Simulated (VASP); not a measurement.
Here is a VASP 6.6.1 calculation.

POSCAR

```
AlC
1.0
    0.0000000000      2.3798130000      2.3798130000
    2.3798130000      0.0000000000      2.3798130000
    2.3798130000      2.3798130000      0.0000000000
Al C
1 1
Direct
    0.0000000000      0.0000000000      0.0000000000
    0.2500000000      0.2500000000      0.2500000000
```

File INCAR.step1:

```
PREC     = Accurate       # precision mode
ENCUT    = 520            # plane-wave cutoff, eV
ISMEAR   = -5             # smearing method
SIGMA    = 0.0263         # smearing width, eV
LREAL    = False          # projectors in reciprocal space
LASPH    = True           # aspherical terms in the spheres
NELM     = 80             # most SCF steps
GGA      = PE             # functional
ALGO     = Normal         # electronic algorithm
EDIFF    = 1E-4           # SCF threshold, eV
LWAVE    = True           # write WAVECAR
LCHARG   = False          # write CHGCAR
```

File INCAR.step2:

```
PREC     = Accurate       # precision mode
ENCUT    = 520            # plane-wave cutoff, eV
EDIFF    = 1E-6           # SCF threshold, eV
ISMEAR   = -5             # smearing method
SIGMA    = 0.0263         # smearing width, eV
LREAL    = False          # projectors in reciprocal space
LASPH    = True           # aspherical terms in the spheres
NELM     = 80             # most SCF steps
ALGO     = Normal         # electronic algorithm
ISIF     = 2              # what is computed and relaxed
LWAVE    = False          # write WAVECAR
LCHARG   = False          # write CHGCAR
METAGGA  = R2SCAN         # meta-GGA
LMIXTAU  = True         
LORBIT   = 11             # projections on sites
NEDOS    = 1001           # points of the DOS
ISTART   = 1
```

File KPOINTS:

```
regular mesh
0
Gamma
  9 9 9
```

Potentials or basis: VASP PAW PBE potentials, release 64 (Al, C).

The run is started by

```bash
$ cat potpaw_PBE.64/Al/POTCAR potpaw_PBE.64/C/POTCAR > POTCAR
$ cp INCAR.step1 INCAR
$ mpirun -np 1 vasp_std > vasp.out
$ cp INCAR.step2 INCAR
$ mpirun -np 1 vasp_std > vasp.out
```

Predict the pressure.

-10.2 GPa.

What does it give for the band gap on the k mesh?

None (metal or under the smearing width).

States per cell in windows of 0.5 eV (zero at the Fermi level; states under -8 eV left out):
| from (eV) | total | C2_p | Al1_p | Al1_s | C2_s | Al1_d | C2_d |
| --- | --- | --- | --- | --- | --- | --- | --- |
| -8.0 | 0.00 | 0.00 | 0.00 | 0.00 | 0.00 | 0.00 | 0.00 |
| -7.5 | 0.00 | 0.00 | 0.00 | 0.00 | 0.00 | 0.00 | 0.00 |
| -7.0 | 0.00 | 0.00 | 0.00 | 0.00 | 0.00 | 0.00 | 0.00 |
| -6.5 | 0.00 | 0.00 | 0.00 | 0.00 | 0.00 | 0.00 | 0.00 |
| -6.0 | 0.00 | 0.00 | 0.00 | 0.00 | 0.00 | 0.00 | 0.00 |
| -5.5 | 0.00 | 0.00 | 0.00 | 0.00 | 0.00 | 0.00 | 0.00 |
| -5.0 | 0.16 | 0.03 | 0.01 | 0.02 | 0.00 | 0.00 | 0.00 |
| -4.5 | 0.49 | 0.10 | 0.02 | 0.07 | 0.01 | 0.00 | 0.00 |
| -4.0 | 0.74 | 0.16 | 0.02 | 0.11 | 0.02 | 0.00 | 0.00 |
| -3.5 | 0.19 | 0.04 | 0.01 | 0.02 | 0.01 | 0.00 | 0.00 |
| -3.0 | 0.30 | 0.07 | 0.02 | 0.02 | 0.01 | 0.00 | 0.00 |
| -2.5 | 0.43 | 0.12 | 0.03 | 0.02 | 0.01 | 0.00 | 0.00 |
| -2.0 | 0.42 | 0.12 | 0.03 | 0.02 | 0.01 | 0.00 | 0.00 |
| -1.5 | 0.69 | 0.22 | 0.06 | 0.02 | 0.01 | 0.00 | 0.00 |
| -1.0 | 0.81 | 0.28 | 0.07 | 0.01 | 0.00 | 0.00 | 0.00 |
| -0.5 | 0.75 | 0.28 | 0.06 | 0.01 | 0.00 | 0.00 | 0.00 |
| 0.0 | 0.77 | 0.31 | 0.05 | 0.00 | 0.00 | 0.00 | 0.00 |
| 0.5 | 0.26 | 0.11 | 0.01 | 0.00 | 0.00 | 0.00 | 0.00 |
| 1.0 | 0.00 | 0.00 | 0.00 | 0.00 | 0.00 | 0.00 | 0.00 |
| 1.5 | 0.00 | 0.00 | 0.00 | 0.00 | 0.00 | 0.00 | 0.00 |
| 2.0 | 0.00 | 0.00 | 0.00 | 0.00 | 0.00 | 0.00 | 0.00 |
| 2.5 | 0.00 | 0.00 | 0.00 | 0.00 | 0.00 | 0.00 | 0.00 |
| 3.0 | 0.00 | 0.00 | 0.00 | 0.00 | 0.00 | 0.00 | 0.00 |
| 3.5 | 0.01 | 0.00 | 0.00 | 0.00 | 0.00 | 0.00 | 0.00 |
| 4.0 | 0.05 | 0.00 | 0.00 | 0.00 | 0.00 | 0.00 | 0.00 |
| 4.5 | 0.10 | 0.01 | 0.01 | 0.00 | 0.00 | 0.00 | 0.00 |
| 5.0 | 0.13 | 0.01 | 0.01 | 0.00 | 0.00 | 0.00 | 0.00 |
| 5.5 | 0.21 | 0.02 | 0.01 | 0.00 | 0.01 | 0.00 | 0.00 |
| 6.0 | 0.38 | 0.04 | 0.02 | 0.01 | 0.01 | 0.00 | 0.00 |
| 6.5 | 0.36 | 0.04 | 0.02 | 0.02 | 0.03 | 0.00 | 0.00 |
| 7.0 | 0.68 | 0.06 | 0.04 | 0.06 | 0.07 | 0.00 | 0.00 |
| 7.5 | 0.18 | 0.01 | 0.01 | 0.02 | 0.01 | 0.00 | 0.00 |

Caveat: the PAW data sets were made with another functional, which shifts forces and pressure a little; tetrahedron occupations give inexact forces and stress in metals.
